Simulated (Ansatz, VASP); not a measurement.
# NiClO: VASP beside Ansatz, part 2 of 2

One calculation is typed for both programs; each brings its own data sets. How far apart do they land? The cell is taken from a series of runs on this material, whose earlier steps may have relaxed, scaled, displaced or heated it; both programs get it as it stands.

VASP 6.6.1 and Ansatz 0.2.0.

So far: Set-up; Ansatz: single point, PBE, DFT+U; VASP: single point, PBE, DFT+U.

The structure was built from a prototype and need not be the compound's stable phase.

## 3. VASP: single point, PBE, DFT+U (continued)

Level of this step: PBE, DFT+U (Ni d 3 eV), spin-polarised from a ferromagnetic start; plane waves and PAW (Ni, Cl, O) (VASP).

Numbers of over 12 decimals in the logs are rounded to 6 here.

Parts of OUTCAR (step 3):

```text
ion  position               nearest neighbor table
   1  0.000  0.000  0.106-   6 1.88   6 1.88   5 1.93   5 1.93   4 2.21   4 2.21   2 2.87   2 2.87
                             2 2.87   2 2.87
   2  0.500  0.500  0.894-   5 1.88   5 1.88   6 1.93   6 1.93   3 2.21   3 2.21   1 2.87   1 2.87
                             1 2.87   1 2.87
   3  0.000  0.500  0.681-   2 2.21   2 2.21
   4  0.500  0.000  0.319-   1 2.21   1 2.21
   5  0.500  0.000  0.948-   2 1.88   2 1.88   1 1.93   1 1.93
   6  0.000  0.500  0.052-   1 1.88   1 1.88   2 1.93   2 1.93

  LATTYP: Found a simple orthorhombic cell.
 ALAT       =     3.0343100000
 B/A-ratio  =     1.2120590843
 C/A-ratio  =     2.4928751512

 Subroutine GETGRP returns: Found  8 space group operations
 (whereof  4 operations were pure point group operations)

The static configuration has the point symmetry C_2v.
 The point group associated with its full space group is D_2h.

 Found    126 irreducible k-points:

   k-points           NKPTS =    126   k-points in BZ     NKDIM =    126   number of bands    NBANDS=     34

   dimension x,y,z NGX =    24 NGY =   28 NGZ =   56
   dimension x,y,z NGXF=    48 NGYF=   56 NGZF=  112

   ENCUT  =  520.0 eV  38.22 Ry    6.18 a.u.   5.64  6.84 14.06*2*pi/ulx,y,z

   NELECT =      46.0000    total number of electrons

 k-points in reciprocal lattice and weights: Automatic mesh
   0.00000000  0.00000000  0.00000000       0.001
   0.07692308  0.00000000  0.00000000       0.003
   0.15384615  0.00000000  0.00000000       0.003
   0.23076923  0.00000000  0.00000000       0.003
   0.30769231  0.00000000  0.00000000       0.003
   0.38461538  0.00000000  0.00000000       0.003
   0.46153846  0.00000000  0.00000000       0.003
   0.00000000  0.09090909  0.00000000       0.003
   0.07692308  0.09090909  0.00000000       0.006
[...]
o =  0.9753  v =  1.0000  0.0000  0.0000  0.0000  0.0000  0.0000  0.0000  0.0000  0.0000  0.0000      0.0000  0.0000  0.0000  0.0000  0.0000  0.0000  0.0000  0.0000  0.0000  0.0000
  o =  0.9758  v =  0.0000  0.0000  0.0000  0.0000  0.0000  1.0000  0.0000  0.0000  0.0000  0.0000      0.0000  0.0000  0.0000  0.0000  0.0000  0.0000  0.0000  0.0000  0.0000  0.0000

 average (electrostatic) potential at core
       1 -88.1331       2 -88.1331       3 -91.4545       4 -91.4545       5 -72.0045
       6 -72.0045

 E-fermi :   3.7030

 spin component 1
 k-point     1 :       0.0000    0.0000    0.0000
  band No.  band energies     occupation
    ...
     20       2.4649      1.00000
     21       2.7930      1.00000
     22       2.8883      1.00000
     23       2.9041      1.00000
     24       3.1669      1.00000
     25       4.1060      0.00000
     26       4.1895      0.00000
     27      10.0903      0.00000
     28      11.3641      0.00000
     29      12.7342      0.00000
    ...

 k-point     2 :       0.0769    0.0000    0.0000
  band No.  band energies     occupation
    ...
     20       2.3070      1.00000
     21       2.7838      1.00000
     22       2.8973      1.00000
     23       2.9638      1.00000
     24       3.0912      1.00000
     25       3.9551      0.00000
     26       4.0147      0.00000
     27      10.2904      0.00000
     28      11.4764      0.00000
     29      13.0906      0.00000
    ...

 k-point     3 :       0.1538    0.0000    0.0000
  band No.  band energies     occupation
    ...
     21       2.7564      1.00000
     22       2.8579      1.00000
     23       2.9140      1.00000
     24       2.9184      1.00000
     25       3.6552      0.91594
     26       3.7613      0.05127
     27      10.7882      0.00000
     28      11.7714      0.00000
     29      13.5952      0.00000
     30      13.9345      0.00000
    ...

 k-point     4 :       0.2308    0.0000    0.0000
  band No.  band energies     occupation
    ...
     21       2.5423      1.00000
     22       2.5484      1.00000
     23       2.7138      1.00000
     24       2.9363      1.00000
     25       3.3899      1.00000
     26       3.7910      0.01212
     27      11.4157      0.00000
     28      12.1976      0.00000
     29      13.1898      0.00000
     30      13.6264      0.00000
    ...

 k-point     5 :       0.3077    0.0000    0.0000
  band No.  band energies     occupation
    ...
     21       2.2162      1.00000
     22       2.3316      1.00000
     23       2.6685      1.00000
     24       2.9309      1.00000
     25       3.2193      1.00000
     26       3.8857      0.00011
     27      11.9547      0.00000
     28      12.4646      0.00000
     29      12.7602      0.00000
     30      13.0110      0.00000
    ...

 k-point     6 :       0.3846    0.0000    0.0000
  band No.  band energies     occupation
    ...
     21       2.0865      1.00000
     22       2.2347      1.00000
     23       2.6525      1.00000
     24       2.8854      1.00000
     25       3.2522      1.00000
     26       3.8877      0.00010
     27      11.8043      0.00000
     28      11.8996      0.00000
     29      13.1328      0.00000
     30      13.5634      0.00000
    ...

  Total        6.4478249      5.8772858      5.6462346      0.0000000      0.0000000      0.0000000
  in kB      122.3825945    111.5535067    107.1680529      0.0000000      0.0000000      0.0000000
  external PRESSURE =     113.7013847 kB  Pullay stress =       0.0000000 kB

  energy-cutoff  :      520.00
  volume of cell :       84.41
      direct lattice vectors                 reciprocal lattice vectors
     3.034310000  0.000000000  0.000000000     0.329564217  0.000000000  0.000000000
     0.000000000  3.677763000  0.000000000     0.000000000  0.271904416  0.000000000
     0.000000000  0.000000000  7.564156000     0.000000000  0.000000000  0.132202456

 POSITION                                       TOTAL-FORCE (eV/Angst)
 -----------------------------------------------------------------------------------
      0.00000      0.00000      0.80211         0.000000      0.000000      0.739587
      1.51716      1.83888      6.76205         0.000000      0.000000     -0.739587
      0.00000      1.83888      5.15438         0.000000      0.000000     -0.633643
      1.51716      0.00000      2.40977         0.000000      0.000000      0.633643
      1.51716      0.00000      7.16944         0.000000      0.000000     -0.679826
      0.00000      1.83888      0.39471         0.000000      0.000000      0.679826
 -----------------------------------------------------------------------------------
    total drift:                                0.000000      0.000000     -0.000000

  FREE ENERGIE OF THE ION-ELECTRON SYSTEM (eV)
  ---------------------------------------------------
  free  energy   TOTEN  =       -25.1045863724 eV

  energy  without entropy=      -25.1014285297  energy(sigma->0) =      -25.10300745

 total charge
# of ion       s       p       d       tot
------------------------------------------
    1        0.448   0.663   8.307   9.418
    2        0.448   0.663   8.307   9.418
    3        1.612   3.494   0.000   5.106
    4        1.612   3.494   0.000   5.106
    5        1.579   3.419   0.000   4.998
    6        1.579   3.419   0.000   4.998
--------------------------------------------------
tot          7.279  15.152  16.613  39.044

 magnetization (x)
# of ion       s       p       d       tot
------------------------------------------
    1        0.005   0.008   0.975   0.988
    2        0.005   0.008   0.975   0.988
    3        0.004  -0.004   0.000   0.000
    4        0.004  -0.004   0.000   0.000
    5        0.018  -0.030   0.000  -0.012
    6        0.018  -0.030   0.000  -0.012
--------------------------------------------------
tot          0.054  -0.052   1.951   1.952

[... 6 further parts left out ...]
```

The magnetic state follows from one typed start and may not be the lowest.

## 4. Comparison

Known differences besides the potentials themselves: VASP starts from the moments at which Ansatz ended; U acts on the PAW sphere in VASP and on atomic orbitals in Ansatz, so only states and trends compare; the data sets hold 62 valence electrons in Ansatz (on its PAW soft_1 files) and 46 in VASP; the cutoff is 420 eV in Ansatz and 520 eV in VASP; site moments are counted in spheres of each program's own size. Total energies have different zeros and are not compared.

Compared:

```tsv
quantity	Ansatz	VASP	difference
total moment (μB)	2.00	2.00	0.00
moment on Ni1 (μB)	0.95	0.99	-0.04
moment on Ni2 (μB)	0.95	0.99	-0.04
```

## 5. Outcome

* difference in total moment (single point, PBE, DFT+U): 0 μB

**Reading.** The difference in total moment is 0 μB (single point, PBE, DFT+U). The data sets hold unlike numbers of valence electrons (62 in Ansatz and 46 in VASP), so part of the differences comes from the potentials. How closely two codes agree says nothing of how well the functional describes the real material.

[Lines on the potential files, build, host, timing and source positions are cut from VASP's logs without a mark.]

[Logs are printed without paths, hosts, clocks, repeated set-up lines and the standing remarks that a program may print on its own settings, such as how far it seeks lower states.]

[Hosts, paths, dates, database ids (printed as entryN), source tags and the programs' standing remarks are cut or masked in the printed files.]
